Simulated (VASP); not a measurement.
# Which native defect does NbAs form most easily?, part 3 of 5

Aim: formation energies of the vacancies and antisites of NbAs, in the two limits of its composition. The start is a cell from a database of measured crystal structures.

VASP 6.6.1, plane waves and PAW; the level of theory is named at each step.

So far. Step 2 (Relaxing the host crystal): The run ended after 7 ionic steps, 0.033 eV below its first step, once forces and stress met EDIFFG = -0.02. Step 3 (The supercell without the defect): The host is treated as a metal, as its relaxation found a gap under 0.3 eV or none, and only the neutral defect is run.

### 4. Reference As

This step: PBE; plane waves and PAW (As) (VASP 6.6.1).

System of this step: As. It takes space group R-3m (No. 166, trigonal). The conventional cell has a = 3.756 Å, b = 3.756 Å, c = 10.544 Å, α = 90.00°, β = 90.00°, γ = 120.00°. As has 3 As at 2.50 Å nearest.

The reference for As is its crystal, relaxed at the cutoff of the large cell.

File INCAR:

```
SYSTEM = As
PREC = Normal
ENCUT = 300
EDIFF = 1E-05
NELM = 120
ISMEAR = 0
SIGMA = 0.1
LREAL = Auto
ALGO = Fast
GGA = PE
NBANDS = 11
LORBIT = 11
LWAVE = .FALSE.
LCHARG = .FALSE.
KPAR = 8
IBRION = 2
NSW = 25
ISIF = 3
EDIFFG = -0.02
POTIM = 0.4
```

File POSCAR:

```
As
1.0
    3.6782193145     -1.8781913306      0.0000000000
    3.6782193145      1.8781913306      0.0000000000
    2.7191675635      0.0000000000      3.1085410986
As
2
Direct
    0.7740000000      0.7740000000      0.7740000000
    0.2260000000      0.2260000000      0.2260000000
```

File KPOINTS:

```
Automatic mesh
0
Gamma
9 9 9
0 0 0
```

Potentials, in the order of the species: As (PBE family, release 64).

Command:

```
$ mpirun -np 8 vasp_std
```

The log of the run:

```text
[banner, memory and clock lines left out]
running    8 mpi-ranks, on    1 nodes
 distrk:  each k-point on    1 cores,    8 groups
 distr:  one band on    1 cores,    1 groups

 POSCAR found type information on POSCAR As
 POSCAR found :  1 types and       2 ions
 [... a notice as in an earlier step ...]

|                                                                             |
|               ----> ADVICE to this user running VASP <----                  |
|                                                                             |
|     You have a (more or less) 'small supercell' and for smaller cells       |
|     it is recommended to use the reciprocal-space projection scheme!        |
|     The real-space optimization is not efficient for small cells and it     |
|     is also less accurate ...                                               |
|     Therefore, set LREAL=.FALSE. in the INCAR file.                         |
|                                                                             |

 LDA part: xc-table for (Slater+PW92), standard interpolation
 POSCAR, INCAR and KPOINTS ok, starting setup
 FFT: planning ... GRIDC
 FFT: planning ... GRID_SOFT
 FFT: planning ... GRID
 WAVECAR not read
 entering main loop
       N       E                     dE             d eps       ncg     rms          rms(c)
DAV:   1     0.191750502397E+02    0.19175E+02   -0.31064E+03  1878   0.487E+02
DAV:   2    -0.834677104849E+01   -0.27522E+02   -0.26239E+02  2589   0.958E+01
DAV:   3    -0.933319178326E+01   -0.98642E+00   -0.98373E+00  2255   0.188E+01
DAV:   4    -0.933723835995E+01   -0.40466E-02   -0.40463E-02  2171   0.143E+00
DAV:   5    -0.933724991877E+01   -0.11559E-04   -0.11558E-04  2216   0.744E-02    0.345E+00
RMM:   6    -0.932272168662E+01    0.14528E-01   -0.53883E-03  1870   0.502E-01    0.207E+00
RMM:   7    -0.931627979142E+01    0.64419E-02   -0.12926E-02  1878   0.834E-01    0.818E-02
RMM:   8    -0.931643895550E+01   -0.15916E-03   -0.77373E-04  1870   0.231E-01    0.325E-02
RMM:   9    -0.931647670839E+01   -0.37753E-04   -0.95220E-05  1870   0.785E-02    0.128E-02
RMM:  10    -0.931647874056E+01   -0.20322E-05   -0.12162E-05  1419   0.277E-02
   1 F= -.93164787E+01 E0= -.93159721E+01  d E =-.931648E+01
 curvature:   0.00 expect dE= 0.000E+00 dE for cont linesearch  0.000E+00
 trial: gam= 0.00000 g(F)=  0.198E-01 g(S)=  0.771E-01 ort = 0.000E+00 (trialstep = 0.100E+01)
 search vector abs. value=  0.969E-01
 bond charge predicted
       N       E                     dE             d eps       ncg     rms          rms(c)
DAV:   1    -0.940101590019E+01   -0.84539E-01   -0.19276E+00  1885   0.711E+00    0.113E+00
RMM:   2    -0.936046928146E+01    0.40547E-01   -0.47270E-02  1870   0.141E+00    0.672E-01
RMM:   3    -0.934197895190E+01    0.18490E-01   -0.38544E-02  1870   0.105E+00    0.923E-02
RMM:   4    -0.934208974945E+01   -0.11080E-03   -0.23684E-03  1870   0.358E-01    0.689E-02
RMM:   5    -0.934209951482E+01   -0.97654E-05   -0.30242E-04  1870   0.118E-01    0.393E-02
RMM:   6    -0.934210297766E+01   -0.34628E-05   -0.34754E-05  1732   0.416E-02
   2 F= -.93421030E+01 E0= -.93416830E+01  d E =-.256242E-01
[...]
3 F= -.93485535E+01 E0= -.93481166E+01  d E =-.320748E-01
[...]
4 F= -.93485440E+01 E0= -.93481085E+01  d E =-.320652E-01
[...]
5 F= -.93486001E+01 E0= -.93481672E+01  d E =-.560966E-04
 trial-energy change:   -0.000056  1 .order   -0.000072   -0.000100   -0.000045
 step:   1.7018(harm=  1.7018)  dis= 0.00200  next Energy=    -9.348634 (dE=-0.902E-04)
 bond charge predicted
       N       E                     dE             d eps       ncg     rms          rms(c)
DAV:   1    -0.934863856201E+01   -0.29706E-04   -0.14498E-03  2095   0.194E-01    0.170E-02
RMM:   2    -0.934863111618E+01    0.74458E-05   -0.42954E-05  1549   0.425E-02
   6 F= -.93486311E+01 E0= -.93482009E+01  d E =-.871609E-04
 curvature:  -0.86 expect dE=-0.344E-04 dE for cont linesearch -0.171E-04
 trial: gam=-0.07707 g(F)=  0.130E-04 g(S)=  0.271E-04 ort = 0.462E-04 (trialstep = 0.109E+01)
 search vector abs. value=  0.336E-04
 reached required accuracy - stopping structural energy minimisation
```

Elapsed: 4.2 s, on 8 MPI ranks of Intel Xeon 6975P-C (Granite Rapids), shared host; peak memory 0.97 GiB; 29 s of CPU time.

Parts of OUTCAR (step 4):

```text
  LATTYP: Found a trigonal (rhomboedric) cell.
 ALAT       =     4.1300000000
 COS(alpha) =     0.5863723567

 Subroutine GETGRP returns: Found 12 space group operations
 (whereof 12 operations were pure point group operations)

The static configuration has the point symmetry D_3d.

 Found     85 irreducible k-points:

   k-points           NKPTS =     85   k-points in BZ     NKDIM =     85   number of bands    NBANDS=     11

   dimension x,y,z NGX =    18 NGY =   18 NGZ =   18
   dimension x,y,z NGXF=    36 NGYF=   36 NGZF=   36

   ENCUT  =  300.0 eV  22.05 Ry    4.70 a.u.   5.83  5.83  5.83*2*pi/ulx,y,z

   NELECT =      10.0000    total number of electrons

 E-fermi :   4.9360

 k-point     1 :       0.0000    0.0000    0.0000
  band No.  band energies     occupation
      1      -9.6643      2.00000
      2      -1.0756      2.00000
      3       2.5804      2.00000
      4       3.0656      2.00000
      5       3.0656      2.00000
      6       6.6641      0.00000
      7       7.8138      0.00000
      8       7.8138      0.00000
      9      11.8222      0.00000
     10      11.8222      0.00000
    ...

 k-point     2 :       0.1111    0.0000    0.0000
  band No.  band energies     occupation
      1      -9.5066      2.00000
      2      -1.5699      2.00000
      3       2.6094      2.00000
      4       2.9545      2.00000
      5       3.0099      2.00000
      6       6.8741      0.00000
      7       7.4977      0.00000
      8       7.6715      0.00000
      9      10.9684      0.00000
     10      11.5907      0.00000
    ...

  Total        0.0306311     -0.0102696     -0.0063764      0.0000000      0.0000000      0.0126187
  in kB        1.0892238     -0.3651788     -0.2267408      0.0000000      0.0000000      0.4487145
  external PRESSURE =       0.1657681 kB  Pullay stress =       0.0000000 kB

  energy-cutoff  :      300.00
  volume of cell :       45.06
      direct lattice vectors                 reciprocal lattice vectors
     3.731299483 -1.910196384 -0.002961191     0.133908849 -0.261753192 -0.116838429
     3.731299483  1.910196384 -0.002961191     0.133908849  0.261753192 -0.116838429
     2.755905146 -0.000000000  3.158550561     0.000251083  0.000000000  0.316381840

 POSITION                                       TOTAL-FORCE (eV/Angst)
 -----------------------------------------------------------------------------------
      7.89785     -0.00000      2.43666         0.012410     -0.000000      0.003829
      2.32066     -0.00000      0.71597        -0.012410      0.000000     -0.003829
 -----------------------------------------------------------------------------------
    total drift:                               -0.000000     -0.000000      0.000000

  FREE ENERGIE OF THE ION-ELECTRON SYSTEM (eV)
  ---------------------------------------------------
  free  energy   TOTEN  =        -9.3486311162 eV

  energy  without entropy=       -9.3477707720  energy(sigma->0) =       -9.34820094

 total charge
# of ion       s       p       d       tot
------------------------------------------
    1        1.304   1.332   0.043   2.680
    2        1.304   1.332   0.043   2.680
--------------------------------------------------
tot          2.608   2.664   0.087   5.359

[... 1 part as in an earlier step ...]

[... 7 further parts left out ...]
```

CONTCAR:

```
As
   1.00000000000000
     3.7312994827560799   -1.9101963836972873   -0.0029611913288761
     3.7312994827560799    1.9101963836972873   -0.0029611913288761
     2.7559051463591109   -0.0000000000000000    3.1585505611618663
  As
     2
Direct
     0.7728965818789116    0.7728965818789116    0.7728965818789110
     0.2271034181210884    0.2271034181210884    0.2271034181210890
```

The k-mesh is coarse for a metal. The run keeps the 12 symmetry operations of its start, so it cannot find a distortion of lower symmetry.

Step by step:

```csv
step,energy less that of the first step (eV),largest force (eV/Å),pressure (GPa),volume (Å³)
1,0.0000,0.5068,4.28,42.95
2,-0.0256,0.2417,-1.58,45.87
3,-0.0321,0.0248,0.06,44.92
4,-0.0321,0.0354,0.05,44.96
5,-0.0321,0.0225,-0.04,45.01
6,-0.0322,0.0130,0.02,45.06
```

```
conventional cell, symmetrised  before   after  change
                         a (Å)   3.756   3.820  +1.7 %
                         b (Å)   3.756   3.820  +1.7 %
                         c (Å)  10.544  10.694  +1.4 %
              volume (Å³/atom)   21.48   22.53  +4.9 %
```

The atoms that moved most (Å, as changes of fractional coordinates times the final cell):

```
atom      dx     dy      dz  length
 As1  -0.011  0.000  -0.003   0.012
 As2   0.011  0.000   0.003   0.012
```

The relaxed structure:

```
As
1.0
     3.73130   -1.91020   -0.00296
     3.73130    1.91020   -0.00296
     2.75591    0.00000    3.15855
As
2
Direct
  0.77290 0.77290 0.77290
  0.22710 0.22710 0.22710
```

Numbers from this step:

```yaml
electronic_cycles: 28
electrons: 10
free_energy_toten: -9.349 eV
energy_at_zero_smearing: -9.348 eV
fermi_energy: 4.936 eV
```

The run ended after 6 ionic steps, 0.032 eV below its first step, once forces and stress met EDIFFG = -0.02.

Energy at zero smearing: -9.34820 eV.

### 5. Reference Nb

This step: PBE; plane waves and PAW (Nb_pv) (VASP 6.6.1).

System of this step: Nb. It takes space group Im-3m (No. 229, cubic). Conventional cell: a = 3.300 Å, b = 3.300 Å, c = 3.300 Å, α = 90.00°, β = 90.00°, γ = 90.00°. Nearest to Nb lie 8 Nb at 2.86 Å.

The reference for Nb is its crystal, relaxed at the cutoff of the large cell.

Changes to INCAR since step 4:

```diff
@@ -1,2 +1,2 @@
-SYSTEM = As
+SYSTEM = Nb
 PREC = Normal
@@ -5,3 +5,3 @@
 NELM = 120
-ISMEAR = 0
+ISMEAR = 1
 SIGMA = 0.1
@@ -11,2 +11,3 @@
 NBANDS = 11
+LASPH = .TRUE.
 LORBIT = 11
```

File POSCAR:

```
Nb
1.0
   -1.6500000000      1.6500000000      1.6500000000
    1.6500000000     -1.6500000000      1.6500000000
    1.6500000000      1.6500000000     -1.6500000000
Nb
1
Direct
    0.0000000000      0.0000000000      0.0000000000
```

File KPOINTS:

```
Automatic mesh
0
Gamma
11 11 11
0 0 0
```

The projector-augmented-wave data sets are Nb_pv (PBE family, release 64).

Command:

```
$ mpirun -np 8 vasp_std
```

The log of the run:

```text
[banner, memory and clock lines left out]
running    8 mpi-ranks, on    1 nodes
 distrk:  each k-point on    1 cores,    8 groups
 distr:  one band on    1 cores,    1 groups

 POSCAR found type information on POSCAR Nb
 POSCAR found :  1 types and       1 ions
 [... a notice as in an earlier step ...]

 [... a notice as in an earlier step ...]

 LDA part: xc-table for (Slater+PW92), standard interpolation
 POSCAR, INCAR and KPOINTS ok, starting setup
 FFT: planning ... GRIDC
 FFT: planning ... GRID_SOFT
 FFT: planning ... GRID
 WAVECAR not read
 entering main loop
       N       E                     dE             d eps       ncg     rms          rms(c)
DAV:   1     0.376451486811E+02    0.37645E+02   -0.46647E+03  1459   0.679E+02
DAV:   2    -0.964828706882E+01   -0.47293E+02   -0.44808E+02  1271   0.226E+02
DAV:   3    -0.105813002109E+02   -0.93301E+00   -0.90505E+00  1808   0.340E+01
DAV:   4    -0.105868588675E+02   -0.55587E-02   -0.55476E-02  1629   0.177E+00
DAV:   5    -0.105869026635E+02   -0.43796E-04   -0.43793E-04  1513   0.167E-01    0.181E+01
RMM:   6    -0.101633232951E+02    0.42358E+00   -0.27410E-01  1251   0.684E+00    0.732E+00
RMM:   7    -0.100730738371E+02    0.90249E-01   -0.53180E-01  1336   0.628E+00    0.583E-01
RMM:   8    -0.100721326111E+02    0.94123E-03   -0.19444E-02  1377   0.178E+00    0.900E-01
RMM:   9    -0.100714348311E+02    0.69778E-03   -0.42515E-03  1354   0.560E-01    0.565E-01
RMM:  10    -0.100710065992E+02    0.42823E-03   -0.79344E-04  1275   0.350E-01    0.132E-01
RMM:  11    -0.100710343790E+02   -0.27780E-04   -0.22179E-04  1223   0.137E-01    0.275E-02
RMM:  12    -0.100710372418E+02   -0.28627E-05   -0.13612E-05   951   0.512E-02
   1 F= -.10071037E+02 E0= -.10070554E+02  d E =-.100710E+02
 curvature:   0.00 expect dE= 0.000E+00 dE for cont linesearch  0.000E+00
 trial: gam= 0.00000 g(F)=  0.159E-62 g(S)=  0.191E-01 ort = 0.000E+00 (trialstep = 0.100E+01)
 search vector abs. value=  0.191E-01
 bond charge predicted
       N       E                     dE             d eps       ncg     rms          rms(c)
DAV:   1    -0.102315273809E+02   -0.16049E+00   -0.35112E+00  1300   0.240E+01    0.486E+00
RMM:   2    -0.100819216130E+02    0.14961E+00   -0.13553E-01  1238   0.504E+00    0.892E-01
RMM:   3    -0.100667218737E+02    0.15200E-01   -0.13968E-01  1337   0.316E+00    0.771E-01
RMM:   4    -0.100677467199E+02   -0.10248E-02   -0.58015E-03  1350   0.938E-01    0.119E-01
RMM:   5    -0.100679482512E+02   -0.20153E-03   -0.15859E-03  1271   0.467E-01    0.149E-01
RMM:   6    -0.100679601177E+02   -0.11867E-04   -0.30947E-04  1320   0.207E-01    0.918E-03
RMM:   7    -0.100679735057E+02   -0.13388E-04   -0.84591E-05  1051   0.777E-02    0.341E-02
RMM:   8    -0.100679746520E+02   -0.11463E-05   -0.97266E-06   941   0.512E-02
   2 F= -.10067975E+02 E0= -.10067902E+02  d E =0.306259E-02
 trial-energy change:    0.003063  1 .order    0.002947   -0.019121    0.025016
 step:   0.4294(harm=  0.4332)  dis= 0.00000  next Energy=   -10.075133 (dE=-0.410E-02)
 bond charge predicted
       N       E                     dE             d eps       ncg     rms          rms(c)
DAV:   1    -0.101272628070E+02   -0.59289E-01   -0.10961E+00  1349   0.131E+01    0.296E+00
RMM:   2    -0.100807050921E+02    0.46558E-01   -0.39410E-02  1236   0.277E+00    0.522E-01
RMM:   3    -0.100745535293E+02    0.61516E-02   -0.44035E-02  1343   0.182E+00    0.498E-01
RMM:   4    -0.100749272669E+02   -0.37374E-03   -0.20906E-03  1385   0.522E-01    0.113E-01
RMM:   5    -0.100750720712E+02   -0.14480E-03   -0.36035E-04  1269   0.239E-01    0.612E-02
RMM:   6    -0.100750852995E+02   -0.13228E-04   -0.80780E-05  1171   0.104E-01    0.241E-02
RMM:   7    -0.100750819359E+02    0.33636E-05   -0.19916E-05   955   0.554E-02
   3 F= -.10075082E+02 E0= -.10074754E+02  d E =-.404469E-02
 curvature:  -0.22 expect dE=-0.570E-05 dE for cont linesearch -0.570E-05
 trial: gam= 0.00000 g(F)=  0.340E-62 g(S)=  0.263E-04 ort =-0.709E-03 (trialstep = 0.886E+00)
 search vector abs. value=  0.263E-04
 reached required accuracy - stopping structural energy minimisation
```

Elapsed: 3 s, on 8 MPI ranks; peak memory 0.83 GiB; 18 s of CPU time.

OUTCAR, selected parts (step 5):

```text
   k-points           NKPTS =     56   k-points in BZ     NKDIM =     56   number of bands    NBANDS=     11

   ENCUT  =  300.0 eV  22.05 Ry    4.70 a.u.   4.04  4.04  4.04*2*pi/ulx,y,z

   NELECT =      11.0000    total number of electrons

 E-fermi :   4.7825

 k-point     1 :       0.0000    0.0000    0.0000
  band No.  band energies     occupation
      1     -24.9469      2.00000
      2     -24.9469      2.00000
      3     -24.9469      2.00000
      4      -1.0656      2.00000
      5       5.1823     -0.00000
      6       5.1823     -0.00000
      7       5.1823     -0.00000
      8       8.0271      0.00000
      9       8.0271      0.00000
    ...

  Total       -0.0150720     -0.0150720     -0.0150720      0.0000000     -0.0000000      0.0000000
  in kB       -1.3171206     -1.3171206     -1.3171206      0.0000000     -0.0000000      0.0000000
  external PRESSURE =      -1.3171206 kB  Pullay stress =       0.0000000 kB

 POSITION                                       TOTAL-FORCE (eV/Angst)
 -----------------------------------------------------------------------------------
      0.00000      0.00000      0.00000        -0.000000      0.000000      0.000000
 -----------------------------------------------------------------------------------
    total drift:                               -0.000000      0.000000     -0.000000

  FREE ENERGIE OF THE ION-ELECTRON SYSTEM (eV)
  ---------------------------------------------------
  free  energy   TOTEN  =       -10.0750819359 eV

  energy  without entropy=      -10.0740976716  energy(sigma->0) =      -10.07475385

[... 1 part as in an earlier step ...]

[... 15 further parts left out ...]
```

CONTCAR:

```
Nb
   1.00000000000000
    -1.6611117609997896    1.6611117609997896    1.6611117609997896
     1.6611117609997896   -1.6611117609997896    1.6611117609997896
     1.6611117609997896    1.6611117609997896   -1.6611117609997896
  Nb
     1
Direct
     0.0000000000000000    0.0000000000000000    0.0000000000000000
```

This run has no spin polarisation. Its electron count is odd, so without a moment it is a metal by construction. The run keeps the 48 symmetry operations of its start, so it cannot find a distortion of lower symmetry.

Step by step:

```csv
step,energy less that of the first step (eV),largest force (eV/Å),pressure (GPa),volume (Å³)
1,0.0000,0.0000,3.62,17.97
2,0.0031,0.0000,-4.52,18.83
3,-0.0040,0.0000,-0.13,18.33
```

| conventional cell, symmetrised | before | after | change |
| --- | --- | --- | --- |
| a (Å) | 3.300 | 3.322 | +0.7 % |
| b (Å) | 3.300 | 3.322 | +0.7 % |
| c (Å) | 3.300 | 3.322 | +0.7 % |
| volume (Å³/atom) | 17.97 | 18.33 | +2.0 % |

Final coordinates:

```xyz
1
Lattice="-1.6611 1.6611 1.6611 1.6611 -1.6611 1.6611 1.6611 1.6611 -1.6611" Properties=species:S:1:pos:R:3 pbc="T T T"
Nb    0.0000    0.0000    0.0000
```

This step gave:

```yaml
electronic_cycles: 27
electrons: 11
free_energy_toten: -10.08 eV
energy_at_zero_smearing: -10.07 eV
fermi_energy: 4.782 eV
```

The run ended after 3 ionic steps, 0.004 eV below its first step, once forces and stress met EDIFFG = -0.02.

Energy at zero smearing: -10.07475 eV.

[end of part 3 of 5]

[Lines on the potential files, build, host, timing and source positions are cut from VASP's logs without a mark.]

[Logs are printed without paths, hosts, clocks, repeated set-up lines and the standing remarks that a program may print on its own settings, such as how far it seeks lower states.]

[Hosts, paths, dates, database ids (printed as entryN), source tags and the programs' standing remarks are cut or masked in the printed files.]

[In band tables of VASP the shares of atoms and orbitals are scaled to a sum of 1 inside the atoms' spheres.]

[Runs that stopped without an error message from VASP are left out.]
